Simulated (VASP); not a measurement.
Given:

```yaml
crystal:
  lattice:
    - [4.00265, 0.00000, 0.00000]
    - [-2.00132, 3.46639, 0.00000]
    - [0.00000, 0.00000, 9.82293]
  atoms:
    - { symbol: Sb, position: [0.33333, 0.66667, 0.18921] }
    - { symbol: Sb, position: [0.66667, 0.33333, 0.81079] }
    - { symbol: Se, position: [0.00000, 0.00000, 0.00000] }
    - { symbol: Se, position: [0.33333, 0.66667, 0.65202] }
    - { symbol: Se, position: [0.66667, 0.33333, 0.34798] }
```

Level of theory: PBEsol GGA, VASP's PBE PAW potentials (set 64) (plane waves; VASP 6.6.1). Settings: 400 eV cut-off, Gaussian smearing of 0.050 eV, potentials Sb Se.

Problem. Give the energies of bands 6 to 17 at the high-symmetry points, in eV from the Fermi level.

Solution. 
```tsv
band	Γ	M	K	A	L	H
6	-2.45	-6.10	-5.56	-3.15	-5.94	-5.66
7	-2.21	-4.14	-5.18	-2.28	-4.65	-4.94
8	-2.21	-4.11	-5.18	-2.28	-4.43	-4.94
9	-2.21	-3.95	-4.62	-1.93	-3.87	-4.35
10	-2.10	-3.09	-3.11	-1.93	-3.30	-3.75
11	-2.10	-3.09	-3.11	-1.72	-2.48	-3.75
12	-1.61	-2.55	-2.28	-1.72	-1.75	-2.67
13	-1.61	-1.97	-1.45	-1.18	-1.74	-0.66
14	0.00	-0.75	-1.45	-0.83	-1.42	-0.66
15	0.00	0.81	0.92	0.40	0.52	1.72
16	1.08	1.98	2.64	1.08	1.58	1.92
17	1.08	2.18	2.64	1.08	1.90	1.92
```

It has no gap at this level: it comes out as a metal or semimetal.

The structure was generated: Sb2Se3 was put into the A-La2O3 type (P-3m1), which need not be its known phase. It was relaxed first, which changed the volume by +8 %.
